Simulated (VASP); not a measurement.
The system is NiMoIrPdW.

```
CELL_PARAMETERS angstrom
2.76609 0.00000 0.00000
-1.38305 2.39551 0.00000
0.00000 0.00000 11.02278
ATOMIC_POSITIONS crystal
Ni 0.33333 0.66667 0.59711
Mo 0.00000 0.00000 0.41074
Pd 0.66667 0.33333 0.79520
Ir 0.66667 0.33333 0.19961
W 0.33333 0.66667 0.99734
```

The cell was built by a generator and needn't be a form met in nature.

| Item | Value |
| --- | --- |
| Program | VASP 6.6.1 |
| Task | relaxation of cell and atoms |
| Functional | revPBE |
| Potentials or basis | VASP PAW PBE potentials, release 64 (Ni, Mo_sv, Pd, Ir, W_sv) |
| Cutoff | 600 eV |
| k mesh | 11 × 11 × 3 |
| Occupations | fermi-dirac, width 0.05 eV |
| Spin | collinear spin, ferromagnetic start |
| Starting moments | [1.0, 1.0, 0.0, 0.6, 0.0] μB |

At the start: pressure 3.4 GPa; volume 14.61 Å³/atom.

**Question.** How do energy, volume and symmetry change on relaxing?

**Answer.** Over 7 steps the energy falls by 2.7 meV/atom and the volume is 14.81 Å³/atom (+1.4 %); space group P3m1 (No. 156, to 0.05 Å); moment 0.00 μB per cell.

Step by step:
| step | energy change (eV) | largest force (eV/Å) | pressure (GPa) | volume (Å³) |
| --- | --- | --- | --- | --- |
| 1 | 0.0000 | 0.1624 | 3.41 | 73.04 |
| 2 | 0.0407 | 0.1945 | -7.08 | 76.38 |
| 3 | -0.0116 | 0.1560 | -0.16 | 74.09 |
| 4 | -0.0130 | 0.0543 | -0.03 | 74.07 |
| 5 | -0.0130 | 0.0528 | 0.01 | 74.07 |
| 6 | -0.0134 | 0.0342 | 0.05 | 74.07 |
| 7 | -0.0135 | 0.0161 | 0.10 | 74.07 |

Final structure:
```
Ni Mo Pd Ir W
1.0
     2.78171    0.00000    0.00000
    -1.39086    2.40904    0.00000
     0.00000    0.00000   11.05365
Ni Mo Pd Ir W
1 1 1 1 1
Direct
  0.33333 0.66667 0.59626
  0.00000 0.00000 0.40973
  0.66667 0.33333 0.79524
  0.66667 0.33333 0.20013
  0.33333 0.66667 0.99864
```

Caveat: the PAW data sets were made with another functional, which shifts forces and pressure a little.
